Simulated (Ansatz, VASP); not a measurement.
# Al in two plane-wave programs, part 2 of 2

One calculation is typed for both programs; each brings its own data sets. How far apart do they land? The structure shown is frame 338 of Ansatz's trajectory.

VASP 6.6.1 and Ansatz 0.2.0.

So far: The starting structure; Ansatz: dynamics, PBE.

### 3. VASP: single point, PBE

Level of this step: PBE; plane waves and PAW (Al) (VASP).

The same cell, functional, mesh and smearing now go to VASP, with its own data sets.

Lines of VASP's logs that name or quote its potential files are left out, and so is its time.

The input, INCAR:

```
SYSTEM = Al
PREC = Accurate
ENCUT = 400
EDIFF = 1E-06
NELM = 120
ISMEAR = -1
SIGMA = 0.08
LREAL = Auto
ALGO = Normal
GGA = PE
NBANDS = 168
LORBIT = 11
LWAVE = .FALSE.
LCHARG = .FALSE.
ISIF = 2
LASPH = .TRUE.
GGA_COMPAT = .FALSE.
NCORE = 2
```

The input, POSCAR:

```
Al
1.0
   11.2760000000      0.0000000000      0.0000000000
    0.0000000000     11.2760000000      0.0000000000
    0.0000000000      0.0000000000     11.2760000000
Al
76
Direct
    0.7962398013      0.7539198297      0.2852518624
    0.5747339482      0.9910163178      0.6696080170
    0.0001773679      0.9329372118      0.9222153246
    0.6224902448      0.0323341611      0.1794164597
    0.1319616885      0.5288488826      0.1123448031
    0.0471975878      0.5343295495      0.7623093295
    0.8460180915      0.4883557999      0.2219137992
    0.9652092941      0.7390475346      0.6417169209
    0.5005498404      0.6965590635      0.3090634977
    0.5054185882      0.7654221355      0.9314118482
    0.5019953884      0.7636661937      0.7020840724
    0.9222685349      0.4938364668      0.9766849947
    0.3679762327      0.1992993969      0.5563852430
    0.4617860944      0.4294164597      0.4803387726
    0.6136484569      0.3010819440      0.8383912735
    0.1345157857      0.1347818375      0.1018002838
    0.2834427102      0.5459560128      0.7651738205
    0.3374600922      0.2342497339      0.0724725080
    0.1970734303      0.2698918056      0.7205924087
    0.5845157857      0.5225789287      0.8802057467
    0.0457165662      0.4715590635      0.3538488826
    0.6769510465      0.5238737141      0.3968694573
    0.4274920184      0.1409542391      0.3267736786
    0.3795406172      0.6549042214      0.5364402270
    0.1296381696      0.5969137992      0.5499024477
    0.2096576800      0.3295317488      0.2402802412
    0.3872295140      0.9500532104      0.7917612629
    0.6087974459      0.2109613338      0.5361653068
    0.2320148989      0.7960358283      0.7314295850
    0.2944217808      0.5598882582      0.3261706279
    0.4266229159      0.0136395885      0.0570503725
    0.8721887194      0.5357750976      0.5313763746
    0.1949804895      0.0671514722      0.8520131252
    0.4060659808      0.3700248315      0.7552500887
    0.6051791415      0.0810925860      0.9540262504
    0.3043455126      0.8492284498      0.2452376729
    0.1563231642      0.3243082653      0.9566601632
    0.6181269954      0.4779709117      0.1082032636
    0.4385775098      0.9394200071      0.4691557290
    0.7243969493      0.6579549486      0.0081855268
    0.9177367861      0.7102784675      0.8768268890
    0.4478804541      0.1663710536      0.8435438099
    0.8089216034      0.4998315005      0.7706190138
    0.7305427457      0.9694927279      0.4041947499
    0.1854647038      0.0450691735      0.6267470734
    0.2350390209      0.8316424264      0.4674618659
    0.2420450514      0.3743348705      0.4861120965
    0.8329194750      0.1230844271      0.2922844980
    0.6405551614      0.7408123448      0.5057023767
    0.9838772614      0.0400673998      0.7302944306
    0.7793898546      0.2881606953      0.6579372118
    0.0241308975      0.7586644200      0.0876729337
    0.0937477829      0.7209826179      0.3118659099
    0.5630276694      0.8088240511      0.1474725080
    0.3648456900      0.4597907059      0.9666282370
    0.7242639234      0.7246984746      0.7678786804
    0.8040971976      0.8939251508      0.6321922668
    0.6101188365      0.5094803122      0.6313675062
    0.0166105002      0.8711333806      0.4577509755
    0.6381961689      0.2882582476      0.2906083718
    0.4225168499      0.4282103583      0.1999822632
    0.2263125222      0.8992284498      0.0271106775
    0.8505764455      0.3306846399      0.4005321036
    0.9424973395      0.2925328131      0.1374423554
    0.9934107840      0.3188719404      0.6203884356
    0.1723483505      0.6800461156      0.9267648102
    0.9525186236      0.2279975168      0.8723394821
    0.3459205392      0.6765253636      0.0946434906
    0.1989801348      0.0311812700      0.3563586378
    0.8756296559      0.1133824051      0.5357662292
    0.0515253636      0.2045140121      0.3654398723
    0.7839304718      0.0580170273      0.8340014189
    0.9846754168      0.9497162114      0.2247782902
    0.7743437389      0.8779177013      0.9855888613
    0.8582387371      0.0786360411      0.0769244413
    0.7027669386      0.2450425683      0.0788045406
```

The input, KPOINTS:

```
Automatic mesh
0
Gamma
1 1 1
0 0 0
```

The projector-augmented-wave data sets are Al (PBE family, release 64).

Command:

```
mpirun -np 8 vasp_gam
```

Numbers of over 12 decimals in the logs are rounded to 6 here.

The program printed:

```text
[banner, memory and clock lines left out]
running    8 mpi-ranks, on    1 nodes
[...]
LDA part: xc-table for (Slater+PW92), standard interpolation
 POSCAR, INCAR and KPOINTS ok, starting setup
[...]
entering main loop
       N       E                     dE             d eps       ncg     rms          rms(c)
DAV:   1     0.651194279415E+03    0.65119E+03   -0.76113E+04   336   0.932E+02
DAV:   2    -0.172486348670E+03   -0.82368E+03   -0.74581E+03   464   0.155E+02
DAV:   3    -0.260310506896E+03   -0.87824E+02   -0.82917E+02   400   0.431E+01
DAV:   4    -0.262854089155E+03   -0.25436E+01   -0.24927E+01   408   0.796E+00
[...]
DAV:  13    -0.257270199936E+03    0.76332E-05   -0.53630E-05   384   0.130E-02    0.218E-02
DAV:  14    -0.257270201931E+03   -0.19953E-05   -0.99338E-06   392   0.536E-03    0.628E-03
DAV:  15    -0.257270201486E+03    0.44559E-06   -0.10133E-06   216   0.199E-03
   1 F= -.25727020E+03 E0= -.25680267E+03  d E =-.935061E+00
```

Parts of OUTCAR (step 3):

```text
  Total       20.8940605      4.6929499     11.9144160      1.2330356     -4.1538228      4.2235534
  in kB       23.3489970      5.2443455     13.3142940      1.3779105     -4.6418740      4.7197975
  external PRESSURE =      13.9692122 kB  Pullay stress =       0.0000000 kB

 POSITION                                       TOTAL-FORCE (eV/Angst)
 -----------------------------------------------------------------------------------
      8.97840      8.50120      3.21650        -0.384794     -0.025583     -0.190894
      6.48070     11.17470      7.55050         0.700161      0.439063     -0.537855
      0.00200     10.51980     10.39890         0.211960     -0.232778      0.878880
      7.01920      0.36460      2.02310         0.579136      0.246143      0.749776
      1.48800      5.96330      1.26680         0.050202     -0.196093      0.448277
      0.53220      6.02510      8.59580        -0.323109     -0.035942     -0.138131
      9.53970      5.50670      2.50230        -0.364015      0.773636     -0.381609
     10.88370      8.33350      7.23600        -0.009912     -0.821431      0.594382
      5.64420      7.85440      3.48500        -0.794389     -1.131316      1.577769
      5.69910      8.63090     10.50260        -0.056706     -0.011223     -0.385589
      5.66050      8.61110      7.91670        -0.601586     -0.021586     -0.196023
     10.39950      5.56850     11.01310         0.113085     -0.355792      0.534112
      4.14930      2.24730      6.27380         0.164740     -0.456482      0.273831
      5.20710      4.84210      5.41630         0.515708     -0.354571     -0.361005
[...]
-----------------------------------------------------------------------------------
    total drift:                                0.001187     -0.000598      0.002469

  FREE ENERGIE OF THE ION-ELECTRON SYSTEM (eV)
  ---------------------------------------------------
  free  energy   TOTEN  =      -257.2702014857 eV

  energy  without entropy=     -256.3351407699  energy(sigma->0) =     -256.80267113

[... 3 further parts left out ...]
[key lines of the parts left out:]
E-fermi :   6.6385
```

The gap is under twice the smearing width, so the edge states are partly filled and the run can't tell a small gap from a semimetal.

### 4. Differences

Known differences besides the potentials themselves: the cutoff is 300 eV in Ansatz and 400 eV in VASP (PREC = Accurate, projectors in real space); Ansatz's log warns that its cutoff lies below the recommended one. Total energies have different zeros and are not compared.

Forces on 10 of the 76 atoms, those with the largest forces and the largest differences (eV/Å; atoms numbered as in POSCAR):

| atom | Ansatz x, y, z | VASP x, y, z |
| --- | --- | --- |
| Al4 | 0.595, 0.259, 0.784 | 0.579, 0.246, 0.750 |
| Al9 | -0.799, -1.139, 1.568 | -0.794, -1.131, 1.578 |
| Al15 | 1.605, 0.212, 0.255 | 1.606, 0.219, 0.238 |
| Al17 | -0.529, 1.198, -0.682 | -0.552, 1.195, -0.653 |
| Al42 | -2.536, -0.350, -0.451 | -2.542, -0.356, -0.472 |
| Al44 | -0.731, -1.282, 0.753 | -0.720, -1.277, 0.767 |
| Al45 | 0.359, -0.560, -1.487 | 0.356, -0.538, -1.463 |
| Al46 | 0.283, -0.710, 0.851 | 0.297, -0.708, 0.813 |
| Al54 | 0.737, 0.869, -1.005 | 0.742, 0.876, -1.010 |
| Al59 | -1.093, 1.260, 0.332 | -1.094, 1.245, 0.327 |

The forces differ by 12 meV/Å r.m.s., which is 2.3 % of the r.m.s. force of 0.538 eV/Å (both taken over all components).

### 5. Outcome

| Property | Result |
| --- | --- |
| r.m.s. force difference (single point, PBE) | 2.3 % of the r.m.s. force |

What this shows: The r.m.s. force difference is 2.3 % of the r.m.s. force (single point, PBE), within the 3 % picked in this series as the mark of a large difference. 2 further runs of this series are not shown here. Such differences can come from data sets, numerical settings and the points named under the comparisons, not from the functional's error against experiment.

[Lines on the potential files, build, host, timing and source positions are cut from VASP's logs without a mark.]

[Logs are printed without paths, hosts, clocks, repeated set-up lines and the standing remarks that a program may print on its own settings, such as how far it seeks lower states.]

[Hosts, paths, dates, database ids (printed as entryN), source tags and the programs' standing remarks are cut or masked in the printed files.]
